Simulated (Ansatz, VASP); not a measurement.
# Sn2SeO in two plane-wave programs

Wanted: the spread between two codes on one cell, functional and k mesh. The cell is generated by rule, not measured, and may not be a known phase. The cell is taken from a series of runs on this material, whose earlier steps may have relaxed, scaled, displaced or heated it; both programs get it as it stands.

Program: Ansatz 0.2.0. Level of theory: plane waves, with VASP 6.6.1 beside it; single point at PBEsol. Results are calculated unless marked as measured.

## (1) The starting structure

The structure is tetragonal, space group P-4m2 (No. 115). The conventional cell has a = 4.025 Å, b = 4.025 Å, c = 5.129 Å, α = 90.00°, β = 90.00°, γ = 90.00°. Nearest to Sn lie 2 Se at 2.35 Å and 2 O at 2.35 Å. Nearest to Se lie 4 Sn at 2.35 Å. Nearest to O lie 4 Sn at 2.35 Å. Farther neighbours and most contacts between anions are not listed.

## (2) Ansatz: single point, PBEsol, pair 1

Ansatz runs on norm-conserving files, of PseudoDojo where its log says so.

With cell and atoms fixed, the geometry can't cause a difference; cores, projectors, grids and the points listed under the comparison can.

input.yaml

```yaml
crystal:
  lattice:
    - [4.02482, 0.0, 0.0]
    - [0.0, 4.02482, 0.0]
    - [0.0, 0.0, 5.12909]
  atoms:
    - { symbol: Sn, position: [0.5, 0.0, 0.2369] }
    - { symbol: Sn, position: [0.0, 0.5, 0.7631] }
    - { symbol: Se, position: [0.0, 0.0, 0.0] }
    - { symbol: O, position: [0.5, 0.5, 0.0] }
kpoints:
  mp_grid: { grid: [4, 4, 4] }
hamiltonian:
  xc: pbesol
  pseudopotentials: { kind: nc, accuracy: standard }
scf:
  occupations: { method: gaussian, width: 0.1 }
output:
  forces: true
  stress: true
  eigenvalues: true
```

Launch:

```bash
> ansatz run input.yaml --threads 8 --pin off --max-ram 14336MiB --backend cpu --events-out ev --progress --plain --runs-dir out
```

Numbers of over 12 decimals in the logs are rounded to 6 here.

The log of the run:

```text
Engine: ansatz 0.2.0, aarch64-unknown-linux-gnu
Pseudopotentials: kind: nc
Pseudopotential: Sn, nc, valence charge 14, recommended cutoff 979.609905 eV (normal), Sn.nc.azcp (PseudoDojo's, or run here from an input of PseudoDojo's; its table is named by hamiltonian.pseudopotentials.accuracy)
Pseudopotential: Se, nc, valence charge 16, recommended cutoff 1170.089609 eV (normal), Se.nc.azcp (PseudoDojo's, or run here from an input of PseudoDojo's; its table is named by hamiltonian.pseudopotentials.accuracy)
Pseudopotential: O, nc, valence charge 6, recommended cutoff 1142.878222 eV (normal), O.nc.azcp (PseudoDojo's, or run here from an input of PseudoDojo's; its table is named by hamiltonian.pseudopotentials.accuracy)
Functional definition: PBEsol
  exchange = pbesol_x
  correlation = pbesol_c
Crystal: 4 atoms, lattice volume = 83.087 Å³
Basis set: ecut = 1170.089609 eV, 7557 PW (Γ), exchange–correlation on 90×90×120 points (8 copies of the dense FFT grid, shifted against one another)
Bands: 30, of which v1, the nominal top of the filled ones, is band 25 counted from 1 (24 counted from 0)
Symmetry: 8 space group operations
Space group: P-4m2 (ITA 115), of the structure as read, at distance tolerance 4.4e-5 Å
k-points: 18 of 64 (time reversal used)
Non-local potential: Sn, projectors of the file, l = 0: 2, l = 1: 2, l = 2: 2, l = 3: 2
Non-local potential: Se, projectors of the file, l = 0: 2, l = 1: 2, l = 2: 2
Non-local potential: O, projectors of the file, l = 0: 2, l = 1: 2, l = 2: 1
Initial density: superposition of atomic densities (chi_scale 0.1, normalization cell, long waves kept (reshape's long-wave potential 0.04 eV rms))
Initial wavefunctions: pseudopotential atomic-orbital guess
Functional: x = pbesol(κ = 0.804, μ = 0.123457), c = pbesol(β = 0.046)
SCF iter   1: F=—  HF=-8023.216373 eV  |F-HF|=—  |Δ(HF+E_count)|=         —  Δρ=5.66e-2  dr2=3.35e0  ethr=3.10e-3  ⟨swp⟩=6.2  Hψ=2338  notcnv=0
preconditioner: auto → Resta (q_TF=auto, 2.507 Å⁻¹)  ε∞=3.0  [insulator: Δε(μ)=0.244 eV  Ē_g=18.195 eV  σ=0.100 eV  W_gap=0.83  n_scr=20 (ndim 8)  ℏωp=25.8 eV  f_vac=0.002  D(μ)=0.82/eV (n_scr^D=2)  ε∞_Penn≈3.0]
SCF iter   2: F=—  HF=-8022.545402 eV  |F-HF|=—  |Δ(HF+E_count)|=   6.71e-1  Δρ=3.00e-2  dr2=6.63e-1  ethr=3.10e-3  ⟨swp⟩=3.0  Hψ=1176  notcnv=0  defer=16
SCF iter   3: F=—  HF=-8022.416628 eV  |F-HF|=—  |Δ(HF+E_count)|=   1.29e-1  Δρ=1.38e-2  dr2=1.42e-1  ethr=1.33e-3  ⟨swp⟩=2.2  Hψ=926  notcnv=0  defer=16
SCF iter   4: F=—  HF=-8022.394610 eV  |F-HF|=—  |Δ(HF+E_count)|=   2.20e-2  Δρ=5.80e-3  dr2=3.64e-2  ethr=2.83e-4  ⟨swp⟩=1.5  Hψ=547  notcnv=0  defer=16
SCF iter   5: F=—  HF=-8022.388098 eV  |F-HF|=—  |Δ(HF+E_count)|=   6.51e-3  Δρ=1.40e-3  dr2=2.38e-3  ethr=7.28e-5  ⟨swp⟩=2.2  Hψ=775  notcnv=0  defer=16
SCF iter   6: F=—  HF=-8022.388133 eV  |F-HF|=—  |Δ(HF+E_count)|=   3.52e-5  Δρ=3.17e-4  dr2=1.13e-4  ethr=4.76e-6  ⟨swp⟩=2.6  Hψ=779  notcnv=0  defer=16
SCF iter   7: F=—  HF=-8022.388184 eV  |F-HF|=—  |Δ(HF+E_count)|=   5.15e-5  Δρ=5.14e-5  dr2=2.59e-6  ethr=2.26e-7  ⟨swp⟩=2.0  Hψ=731  notcnv=0  defer=16
SCF iter   8: F=—  HF=-8022.388160 eV  |F-HF|=—  |Δ(HF+E_count)|=   2.48e-5  Δρ=1.04e-5  dr2=9.85e-8  ethr=2.00e-10  ⟨swp⟩=9.9  Hψ=3202  notcnv=0
SCF iter   9: F=-8022.388160 eV  HF=-8022.388160 eV  |F-HF|=6.13e-10  |Δ(HF+E_count)|=   1.04e-7  Δρ=2.32e-6  dr2=4.39e-9  ethr=1.97e-10  ⟨swp⟩=3.3  Hψ=1913  notcnv=0
SCF 1 converged in 9 iterations: F = -8022.388160 eV  dr2 = 4.39e-9
SCF converged after 9 iterations
Free energy (F): -8022.388160 eV
Harris-Foulkes:  -8022.388160 eV  (|F-HF|=6.13e-10)
Internal energy: -8022.382850 eV  (E = F + TS)
E sigma→0 (E₀):  -8022.385505 eV
Entropy (-TS):   -0.005309 eV (-1.327 meV/atom)
Fermi energy:    10.604300 eV
--- Per-component energies (eV) ---
  E_band       = -530.010611
  E_kinetic    = 4997.692330
  E_local      = -5524.518764  (includes V_loc(G=0)·N_el)
  E_nonlocal   = -3620.561198
  E_hartree    = 2447.323014
  E_xc         = -1959.478969
  E_vxc        = -1277.269770  (∫ρ·V_xc dr)
  E_ewald      = -4362.839264
  E_smearing   = -0.005309  (= −TS)
  E_closure    = -0.000000  (closes the sum)
  Σ components = -8022.388160   (vs F -8022.388160, Δ=0.00e0)
--- Forces (eV/Å), atoms counted from 1 ---
  atom   1  Sn    -0.00000000    -0.00000000     4.20563005
  atom   2  Sn     0.00000000     0.00000000    -4.20563005
  atom   3  Se    -0.00000000    -0.00000000     0.00000000
  atom   4  O      0.00000000    -0.00000000    -0.00000000
  max |Σ_I F_I| component: 3.96e-16 eV/Å
--- Stress (GPa, compression-positive) ---
       27.971451       0.000000       0.000000
        0.000000      27.971451       0.000000
        0.000000       0.000000      16.146264
  P = ⅓ Tr σ = 24.0297 GPa (240.297 kbar)
--- Band table (eV; the first three rows and the last of 18) ---
  k-point 0: bands = [... 21 lower, 7.9782, 8.3938, 8.3938, 10.0129, 12.6616, 13.5435, 14.1018, 14.1018, ... 1 higher]
  k-point 1: bands = [... 21 lower, 7.9306, 8.3750, 8.3750, 10.1303, 11.3218, 13.0898, 13.0898, 13.8278, ... 1 higher]
  k-point 2: bands = [... 21 lower, 8.3423, 8.3530, 8.3530, 9.4702, 10.2648, 12.5421, 12.5421, 13.9536, ... 1 higher]
  k-point 17: bands = [... 21 lower, 7.7005, 7.7005, 9.5025, 9.5025, 12.9160, 12.9583, 15.2591, 15.9678, ... 1 higher]
```

In the SCF lines HF is the Harris–Foulkes energy and dr2 the Hartree energy of the density residual, in eV; the loop may stop once dr2 is under the threshold and the program's other checks hold. Hψ counts applications of the Hamiltonian.

The run ends at a pressure of 24.03 GPa, with forces up to 4.2 eV/Å.

## (3) VASP: single point, PBEsol, pair 1

The same cell, functional, mesh and smearing now go to VASP, with its own data sets.

Lines of VASP's logs that name or quote its potential files are left out, and so is its time.

INCAR

```
SYSTEM = Sn2SeO
PREC = Accurate
ENCUT = 600
EDIFF = 1E-06
NELM = 120
ISMEAR = 0
SIGMA = 0.1
LREAL = .FALSE.
ALGO = Normal
GGA = PS
NBANDS = 26
LORBIT = 11
LWAVE = .FALSE.
LCHARG = .FALSE.
ISIF = 2
LASPH = .TRUE.
GGA_COMPAT = .FALSE.
KPAR = 2
```

POSCAR

```
Sn2SeO
1.0
    4.0248200000      0.0000000000      0.0000000000
    0.0000000000      4.0248200000      0.0000000000
    0.0000000000      0.0000000000      5.1290900000
Sn Se O
2 1 1
Direct
    0.5000000000      0.0000000000      0.2369000000
    0.0000000000      0.5000000000      0.7631000000
    0.0000000000      0.0000000000      0.0000000000
    0.5000000000      0.5000000000      0.0000000000
```

KPOINTS

```
Automatic mesh
0
Gamma
4 4 4
0 0 0
```

Potentials, in the order of the species: Sn_d, Se and O (PBE family, release 64).

Launch:

```bash
> mpirun -np 2 vasp_std
```

The log of the run:

```text
[banner, memory and clock lines left out]
running    2 mpi-ranks, on    1 nodes
 distrk:  each k-point on    1 cores,    2 groups
 distr:  one band on    1 cores,    1 groups

 POSCAR found type information on POSCAR SnSeO
 POSCAR found :  3 types and       4 ions
|                                                                             |
|               ----> ADVICE to this user running VASP <----                  |
|                                                                             |
|     You enforced a specific xc type in the INCAR file but a different       |
|     [... a line on the potential file left out ...]
|     I HOPE YOU KNOW WHAT YOU ARE DOING!                                     |
|                                                                             |

 LDA part: xc-table for (Slater+PW92), standard interpolation
 POSCAR, INCAR and KPOINTS ok, starting setup
 FFT: planning ... GRIDC
 FFT: planning ... GRID_SOFT
 FFT: planning ... GRID
 WAVECAR not read
 entering main loop
       N       E                     dE             d eps       ncg     rms          rms(c)
DAV:   1     0.413367140135E+03    0.41337E+03   -0.22064E+04   946   0.239E+03
DAV:   2     0.463938075267E+02   -0.36697E+03   -0.35879E+03   936   0.562E+02
DAV:   3    -0.163139837938E+02   -0.62708E+02   -0.61632E+02  1194   0.190E+02
DAV:   4    -0.192424082527E+02   -0.29284E+01   -0.29191E+01  1066   0.431E+01
DAV:   5    -0.193066913919E+02   -0.64283E-01   -0.64252E-01  1140   0.707E+00    0.109E+01
DAV:   6    -0.173668492698E+02    0.19398E+01   -0.12236E+01  1370   0.363E+01    0.642E+00
DAV:   7    -0.172115596460E+02    0.15529E+00   -0.21405E+00  1030   0.801E+00    0.366E+00
DAV:   8    -0.171962251762E+02    0.15334E-01   -0.55043E-01  1000   0.428E+00    0.109E+00
DAV:   9    -0.171805347380E+02    0.15690E-01   -0.91743E-02  1204   0.195E+00    0.348E-01
DAV:  10    -0.171814288219E+02   -0.89408E-03   -0.16749E-02  1060   0.955E-01    0.108E-01
DAV:  11    -0.171813908971E+02    0.37925E-04   -0.13653E-03  1440   0.340E-01    0.717E-02
DAV:  12    -0.171813886126E+02    0.22845E-05   -0.24909E-04  1382   0.122E-01    0.933E-03
DAV:  13    -0.171813876451E+02    0.96756E-06   -0.45625E-05  1122   0.492E-02    0.869E-03
DAV:  14    -0.171813870904E+02    0.55464E-06   -0.72465E-06  1094   0.222E-02
   1 F= -.17181387E+02 E0= -.17178742E+02  d E =-.528964E-02
```

Parts of OUTCAR (step 3):

```text
ion  position               nearest neighbor table
   1  0.500  0.000  0.237-   3 2.35   4 2.35   4 2.35   3 2.35   2 3.74   2 3.74   2 3.74   2 3.74

  LATTYP: Found a simple tetragonal cell.
 ALAT       =     4.0248200000
 C/A-ratio  =     1.2743650648

 Subroutine GETGRP returns: Found  8 space group operations
 (whereof  8 operations were pure point group operations)

The static configuration has the point symmetry D_2d.

 Found     18 irreducible k-points:

   k-points           NKPTS =     18   k-points in BZ     NKDIM =     18   number of bands    NBANDS=     26

   dimension x,y,z NGX =    32 NGY =   32 NGZ =   42
   dimension x,y,z NGXF=    64 NGYF=   64 NGZF=   84

   ENCUT  =  600.0 eV  44.10 Ry    6.64 a.u.   8.04  8.04 10.24*2*pi/ulx,y,z

   NELECT =      40.0000    total number of electrons

 k-points in reciprocal lattice and weights: Automatic mesh
   0.00000000  0.00000000  0.00000000       0.016
   0.25000000  0.00000000  0.00000000       0.062
   0.50000000  0.00000000  0.00000000       0.031
   0.25000000  0.25000000  0.00000000       0.062
   0.50000000  0.25000000  0.00000000       0.062
   0.50000000  0.50000000  0.00000000       0.016
   0.00000000  0.00000000  0.25000000       0.031
   0.25000000  0.00000000  0.25000000       0.125
   0.50000000  0.00000000  0.25000000       0.062
[...]
0.50000000  0.25000000  0.50000000       0.062
   0.50000000  0.50000000  0.50000000       0.016

 average (electrostatic) potential at core
       1-100.0855       2-100.0855       3 -52.5178       4 -68.3433

 E-fermi :   6.8059

 k-point     1 :       0.0000    0.0000    0.0000
  band No.  band energies     occupation
    ...
     16       1.4651      2.00000
     17       4.1511      2.00000
     18       4.5543      2.00000
     19       4.5543      2.00000
     20       6.1712      2.00000
     21       8.8187      0.00000
     22       9.7311      0.00000
     23      10.2732      0.00000
     24      10.2732      0.00000
     25      11.8318      0.00000
    ...

 k-point     2 :       0.2500    0.0000    0.0000
  band No.  band energies     occupation
    ...
     16       1.8043      2.00000
     17       3.2484      2.00000
     18       3.7402      2.00000
     19       3.9191      2.00000
     20       6.7832      1.25097
     21       8.3680      0.00000
     22       9.3566      0.00000
     23      10.7279      0.00000
     24      11.3370      0.00000
     25      11.8430      0.00000
    ...

 k-point     3 :       0.5000    0.0000    0.0000
  band No.  band energies     occupation
    ...
     16       2.3756      2.00000
     17       2.4027      2.00000
     18       2.5729      2.00000
     19       4.3558      2.00000
     20       4.8688      2.00000
     21       8.7737      0.00000
     22       9.6302      0.00000
     23      11.5292      0.00000
     24      11.7301      0.00000
     25      13.1058      0.00000
    ...

  Total       14.5208122     14.5208122      8.4695268      0.0000000      0.0000000      0.0000000
  in kB      280.0065863    280.0065863    163.3189141      0.0000000      0.0000000      0.0000000
  external PRESSURE =     241.1106955 kB  Pullay stress =       0.0000000 kB

  energy-cutoff  :      600.00
  volume of cell :       83.09
      direct lattice vectors                 reciprocal lattice vectors
     4.024820000  0.000000000  0.000000000     0.248458316  0.000000000  0.000000000
     0.000000000  4.024820000  0.000000000     0.000000000  0.248458316  0.000000000
     0.000000000  0.000000000  5.129090000     0.000000000  0.000000000  0.194966359

 POSITION                                       TOTAL-FORCE (eV/Angst)
 -----------------------------------------------------------------------------------
      2.01241      0.00000      1.21508         0.000000     -0.000000      4.266021
      0.00000      2.01241      3.91401         0.000000     -0.000000     -4.266021
      0.00000      0.00000      0.00000         0.000000     -0.000000      0.000000
      2.01241      2.01241      0.00000         0.000000      0.000000      0.000000
 -----------------------------------------------------------------------------------
    total drift:                                0.000000     -0.000000     -0.000000

  FREE ENERGIE OF THE ION-ELECTRON SYSTEM (eV)
  ---------------------------------------------------
  free  energy   TOTEN  =       -17.1813870904 eV

  energy  without entropy=      -17.1760974485  energy(sigma->0) =      -17.17874227

 total charge
# of ion       s       p       d       tot
------------------------------------------
    1        1.260   1.043  10.100  12.402
    2        1.260   1.043  10.100  12.402
    3        1.484   2.653   0.095   4.232
    4        1.571   3.362   0.000   4.934
--------------------------------------------------
tot          5.576   8.101  20.294  33.971

[... 3 further parts left out ...]
```

The k-mesh is coarse for a metal.

The run ends at a pressure of 24.11 GPa, with forces up to 4.3 eV/Å.

## (4) Comparison

Known differences besides the potentials themselves: the data sets hold 50 valence electrons in Ansatz (on norm-conserving files, of PseudoDojo where its log says so) and 40 in VASP; the cutoff is 1170.09 eV in Ansatz and 600 eV in VASP. Total energies have different zeros and are not compared.

Both answers:

```tsv
quantity	Ansatz	VASP	difference
pressure (GPa)	24.03	24.11	-0.08
```

Forces (eV/Å; atoms numbered as in POSCAR):

```tsv
atom	Ansatz x, y, z	VASP x, y, z
Sn1	0.000, 0.000, 4.206	0.000, 0.000, 4.266
Sn2	0.000, 0.000, -4.206	0.000, 0.000, -4.266
Se3	0.000, 0.000, 0.000	0.000, 0.000, 0.000
O4	0.000, 0.000, 0.000	0.000, 0.000, 0.000
```

The forces differ by 25 meV/Å r.m.s., which is 1.4 % of the r.m.s. force of 1.742 eV/Å (both taken over all components).

## (5) Ansatz: single point, PBEsol, pair 2

A single point gives forces, pressure and levels at one fixed geometry, so differences don't come from the geometry; what else differs is listed under the comparison. The cell compared in this pair holds 89.99 Å³, against 83.09 Å³ for the pair before.

The cell is taken from a series of runs on this material, whose earlier steps may have relaxed, scaled, displaced or heated it; both programs get it as it stands.

input.yaml, the sections that differ from step 2:

```yaml
crystal:
  lattice:
    - [4.4371263411, 0.0, 0.0]
    - [0.0, 4.4371263411, 0.0]
    - [0.0, 0.0, 4.5707359328]
  atoms:
    - { symbol: Sn, position: [0.4990352955, -0.0028023316, 0.2931417127] }
    - { symbol: Sn, position: [0.0028023316, 0.5009647045, 0.7068582873] }
    - { symbol: Se, position: [-0.0014709168, 0.0014709168, 0.0] }
    - { symbol: O, position: [0.493625543, 0.506374457, 0.0] }
kpoints:
  mp_grid: { grid: [12, 12, 12] }
scf:
  occupations: { method: methfessel_paxton, width: 0.2 }
# hamiltonian, output: as in step 2
```

Launch:

```bash
> ansatz run input.yaml --threads 8 --pin off --max-ram 14336MiB --backend cpu --events-out ev --progress --plain --runs-dir out
```

The log of the run:

```text
[...]
Crystal: 4 atoms, lattice volume = 89.989 Å³
Basis set: ecut = 1170.089609 eV, 8201 PW (Γ), exchange–correlation on 100×100×108 points (8 copies of the dense FFT grid, shifted against one another)
Bands: 30, of which v1, the nominal top of the filled ones, is band 25 counted from 1 (24 counted from 0)
Symmetry: 2 space group operations
[...]
k-point 0: bands = [... 21 lower, 7.5180, 7.6517, 7.6702, 7.9603, 10.6737, 12.6422, 12.6648, 12.8579, ... 1 higher]
  k-point 1: bands = [... 21 lower, 7.4924, 7.6498, 7.6661, 8.0133, 10.6131, 12.2251, 12.2332, 12.6782, ... 1 higher]
  k-point 2: bands = [... 21 lower, 7.4210, 7.6424, 7.6548, 8.1697, 10.3949, 11.5738, 11.5808, 12.3339, ... 1 higher]
  k-point 475: bands = [... 21 lower, 5.8715, 5.8822, 8.4671, 8.4684, 11.2178, 12.2258, 13.9900, 15.1180, ... 1 higher]
[key lines of the parts left out:]
SCF converged after 10 iterations
Free energy (F): -8024.126826 eV
Fermi energy:    8.963878 eV
P = ⅓ Tr σ = 0.0212 GPa (0.212 kbar)
```

The run ends at a pressure of 0.02 GPa, with forces up to 0.13 eV/Å.

## (6) VASP: single point, PBEsol, pair 2

The same cell, functional, mesh and smearing now go to VASP, with its own data sets.

Edit INCAR of step 3 so:

```diff
@@ -5,4 +5,4 @@
 NELM = 120
-ISMEAR = 0
-SIGMA = 0.1
+ISMEAR = 1
+SIGMA = 0.2
 LREAL = .FALSE.
```

POSCAR

```
Sn2SeO
1.0
    4.4371263411      0.0000000000      0.0000000000
    0.0000000000      4.4371263411      0.0000000000
    0.0000000000      0.0000000000      4.5707359328
Sn Se O
2 1 1
Direct
    0.4990352955      0.9971976684      0.2931417127
    0.0028023316      0.5009647045      0.7068582873
    0.9985290832      0.0014709168      0.0000000000
    0.4936255430      0.5063744570      0.0000000000
```

KPOINTS

```
Automatic mesh
0
Gamma
12 12 12
0 0 0
```

Launch:

```bash
> mpirun -np 2 vasp_std
```

The log of the run:

```text
[banner, memory and clock lines left out]
running    2 mpi-ranks, on    1 nodes
[...]
[... a notice as in an earlier step ...]

 LDA part: xc-table for (Slater+PW92), standard interpolation
 POSCAR, INCAR and KPOINTS ok, starting setup
[...]
entering main loop
       N       E                     dE             d eps       ncg     rms          rms(c)
DAV:   1     0.396146944709E+03    0.39615E+03   -0.21843E+04 24990   0.233E+03
DAV:   2     0.394571179808E+02   -0.35669E+03   -0.34900E+03 25282   0.545E+02
DAV:   3    -0.185269389303E+02   -0.57984E+02   -0.56686E+02 30744   0.181E+02
DAV:   4    -0.213430646337E+02   -0.28161E+01   -0.28014E+01 28152   0.422E+01
[...]
DAV:  13    -0.189403624895E+02    0.29150E-04   -0.15085E-04 33670   0.611E-02    0.114E-02
DAV:  14    -0.189403616728E+02    0.81664E-06   -0.40987E-05 25040   0.365E-02    0.712E-03
DAV:  15    -0.189403611951E+02    0.47770E-06   -0.31002E-06 17592   0.106E-02
   1 F= -.18940361E+02 E0= -.18940801E+02  d E =0.132049E-02
```

Parts of OUTCAR (step 6):

```text
  Total        0.0380438      0.0380438      0.0480499     -0.0119964     -0.2103814     -0.2103816
  in kB        0.6773374      0.6773374      0.8554869     -0.2135853     -3.7456592     -3.7456619
  external PRESSURE =       0.7367205 kB  Pullay stress =       0.0000000 kB

 POSITION                                       TOTAL-FORCE (eV/Angst)
 -----------------------------------------------------------------------------------
      2.21428      4.42469      1.33987        -0.042232     -0.122465      0.027069
      0.01243      2.22284      3.23086         0.122465      0.042232     -0.027069
      4.43060      0.00653      0.00000        -0.042651      0.042651      0.000000
      2.19028      2.24685      0.00000        -0.037582      0.037582      0.000000
 -----------------------------------------------------------------------------------
    total drift:                                0.000236     -0.000236     -0.000000

  FREE ENERGIE OF THE ION-ELECTRON SYSTEM (eV)
  ---------------------------------------------------
  free  energy   TOTEN  =       -18.9403611951 eV

  energy  without entropy=      -18.9416816810  energy(sigma->0) =      -18.94080136

[... 3 further parts left out ...]
[key lines of the parts left out:]
E-fermi :   5.4301
```

The run ends at a pressure of 0.07 GPa, with forces up to 0.13 eV/Å.

(Part 1 of 2 ends here.)

[Lines on the potential files, build, host, timing and source positions are cut from VASP's logs without a mark.]

[Logs are printed without paths, hosts, clocks, repeated set-up lines and the standing remarks that a program may print on its own settings, such as how far it seeks lower states.]

[Hosts, paths, dates, database ids (printed as entryN), source tags and the programs' standing remarks are cut or masked in the printed files.]
